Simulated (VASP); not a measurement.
The input files of a VASP run:

### INCAR
```
LREAL=.FALSE.   # projection in real space or not
SIGMA=0.05   # width (eV)
NSW=30
ISMEAR=0   # Gaussian
LASPH=.TRUE.
ALGO=Normal   # blocked Davidson
IBRION=2   # conjugate gradients
PREC=Accurate
ENCUT=520   # plane-wave cut-off (eV)
EDIFF=1E-7   # SCF stop (eV)
LWAVE=.FALSE.
ISIF=4
LCHARG=.FALSE.
SYSTEM=C
EDIFFG=-0.01
NELM=100   # most electronic steps
```

### POSCAR
```
C
1
    1.1985908576    -2.0760197873     0.0000000000
    1.1985908576     2.0760197873     0.0000000000
    0.0000000000     0.0000000000     6.4834339235
C
4
Direct
  0.0000000000   0.0000000000   0.2500000000
  0.0000000000   0.0000000000   0.7500000000
  0.3333330000   0.6666670000   0.2500000000
  0.6666670000   0.3333330000   0.7500000000
```

KPOINTS:
```
Automatic mesh
0
Gamma
10 10 4
0 0 0
```

POTCAR, in this order: C (LDA.64 set). Program: vasp_std.

Task: Write an equivalent input for Quantum ESPRESSO's pw.x.

Result: One equivalent input (not run):
```
&CONTROL
  calculation = 'vc-relax'
  pseudo_dir = './pseudo'
  outdir = './out'
  tprnfor = .true.
  tstress = .true.
  nstep = 30
  forc_conv_thr = 0.00039
/
&SYSTEM
  ibrav = 0
  nat = 4
  ntyp = 1
  ecutwfc = 82
  occupations = 'smearing'
  smearing = 'gaussian'
  degauss = 0.003675
  input_dft = 'pz'
/
&ELECTRONS
  conv_thr = 7.3e-09
  electron_maxstep = 100
/
&IONS
/
&CELL
  cell_dofree = 'shape'
/
ATOMIC_SPECIES
  C 12.011 C.upf
CELL_PARAMETERS angstrom
     1.1985909   -2.0760198    0.0000000
     1.1985909    2.0760198    0.0000000
     0.0000000    0.0000000    6.4834339
ATOMIC_POSITIONS crystal
  C    0.0000000  0.0000000  0.2500000
  C    0.0000000  0.0000000  0.7500000
  C    0.3333330  0.6666670  0.2500000
  C    0.6666670  0.3333330  0.7500000
K_POINTS automatic
  10 10 4 0 0 0
```
Limits of the translation: the potentials are each code's own (VASP's PAW set, PseudoDojo norm-conserving files in pw.x), so ENCUT and ecutwfc are chosen apart and not converted; conv_thr bounds pw.x's estimated SCF error, while EDIFF bounds the energy change between steps; forc_conv_thr acts on force components and is met together with etot_conv_thr.

The compound is C in the graphite structure. This cell is one point of a volume scan, at 0.94 of the reference volume. Symmetry was kept, so distortions that lower it aren't found.
